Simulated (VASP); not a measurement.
# Ti2BN: relaxation of cell and atoms with PBE

Crystal: Ti2BN.

```
Ti B N
1.0
     1.57037   -8.61214    0.00000
     1.57037    8.61214    0.00000
     0.00000    0.00000    3.01577
Ti B N
4 2 2
Direct
  0.69258 0.30742 0.75000
  0.07208 0.92792 0.25000
  0.30742 0.69258 0.25000
  0.92792 0.07208 0.75000
  0.52722 0.47278 0.75000
  0.47278 0.52722 0.25000
  0.18891 0.81109 0.25000
  0.81109 0.18891 0.75000
```

The cell was built by a generator and needn't be a form met in nature.

| Quantity | Value |
| --- | --- |
| Program | VASP 6.6.1 |
| Task | relaxation of cell and atoms |
| Functional | PBE |
| Potentials or basis | VASP PAW PBE potentials, release 64 (Ti_sv, B, N) |
| Cutoff | 520 eV |
| k mesh | 10 × 10 × 10 |
| Occupations | gaussian, width 0.1 eV |
| Spin | no spin polarisation |
| Further INCAR settings | ALGO = Normal; EDIFF = 1e-07; IBRION = 2; POTIM = 0.3; EDIFFG = -0.005; NSW = 60; ISIF = 3 |

* Energy gained by relaxing: 0.0 meV/atom
* Ionic steps: 2
* Pressure after relaxing: 0.0 GPa
* Largest force after relaxing: 0.004 eV/Å
* Band gap on the k mesh: none (metal or under the smearing width)

Forces in eV/Å, atoms in the order of the input:
```
Ti   0.000  0.001  0.000
Ti   0.000 -0.003  0.000
Ti   0.000 -0.001  0.000
Ti   0.000  0.003  0.000
B    0.000  0.002  0.000
B    0.000 -0.002  0.000
N    0.000 -0.004  0.000
N    0.000  0.004  0.000
```

Final structure:
```yaml
crystal:
  lattice:
    - [1.57036, -8.61139, 0.00000]
    - [1.57036, 8.61139, 0.00000]
    - [0.00000, 0.00000, 3.01592]
  atoms:
    - { symbol: Ti, position: [0.69258, 0.30742, 0.75000] }
    - { symbol: Ti, position: [0.07209, 0.92791, 0.25000] }
    - { symbol: Ti, position: [0.30742, 0.69258, 0.25000] }
    - { symbol: Ti, position: [0.92791, 0.07209, 0.75000] }
    - { symbol: B, position: [0.52721, 0.47279, 0.75000] }
    - { symbol: B, position: [0.47279, 0.52721, 0.25000] }
    - { symbol: N, position: [0.18891, 0.81109, 0.25000] }
    - { symbol: N, position: [0.81109, 0.18891, 0.75000] }
```

Levels at points of the mesh, in eV from the Fermi level:
| k point | band 29 | band 30 | band 31 | band 32 | band 33 | band 34 | band 35 | band 36 |
| --- | --- | --- | --- | --- | --- | --- | --- | --- |
| (0.00, 0.00, 0.00) | -2.20 | -1.98 | -1.51 | -1.03 | -0.26 | -0.15 | 0.24 | 0.73 |
| (0.50, 0.00, 0.00) | -2.68 | -1.81 | -0.15 | 0.25 | 0.44 | 1.30 | 1.41 | 1.48 |
| (0.50, 0.50, 0.00) | -2.13 | -2.11 | -1.69 | -0.78 | -0.42 | 0.06 | 0.25 | 0.72 |
| (0.00, 0.00, 0.50) | -1.48 | -1.48 | -1.22 | -1.22 | 1.44 | 1.44 | 1.77 | 1.77 |
| (0.50, 0.00, 0.50) | -2.67 | -2.67 | -2.10 | -2.10 | 1.17 | 1.17 | 1.99 | 1.99 |
| (0.50, 0.50, 0.50) | -1.42 | -1.42 | -0.92 | -0.92 | 1.05 | 1.05 | 1.13 | 1.13 |

Wall time 9.9 min on 4 MPI ranks on Intel(R) Xeon(R) Platinum 8488C (Sapphire Rapids), with other jobs on the host, peak memory 0.68 GiB a rank.
